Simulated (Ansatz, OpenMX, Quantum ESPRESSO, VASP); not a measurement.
# One calculation of Zn, 4 ways

```
Zn
1.0
     2.66480    0.00000    0.00000
    -1.33240    2.30778    0.00000
     0.00000    0.00000   29.84010
Zn
7
Direct
  0.66667 0.33333 0.25134
  0.33333 0.66667 0.33423
  0.66667 0.33333 0.41711
  0.33333 0.66667 0.50000
  0.66667 0.33333 0.58289
  0.33333 0.66667 0.66577
  0.66667 0.33333 0.74866
```

Alike in all runs: functional PBE; k mesh 11 × 11 × 1; occupations fermi-dirac, width 0.05 eV; no spin polarisation; no spin-orbit coupling.

| program and potentials | plane-wave cutoff (eV) | notes | largest force (eV/Å) |
| --- | --- | --- | --- |
| Ansatz, Ansatz PAW | 420 | 12 valence electrons an atom on average | 0.150 |
| OpenMX, OpenMX 2013 PBE set, Zn6.0H-s3p2d2, grid cutoff 500 Ry | - | atomic basis; 20 valence electrons an atom on average | 0.153 |
| VASP, PBE PAW files Zn, 520 eV | 520 | 12 valence electrons an atom on average | 0.153 |
| Quantum ESPRESSO, Ansatz NC SR PBE | 1143 | 20 valence electrons an atom on average | ? |

Task: Estimate from the other rows what the run with Quantum ESPRESSO, Ansatz NC SR PBE gave.

Result: Largest force 0.149 eV/Å. The other rows, which needn't bracket it: largest force 0.150 to 0.153.
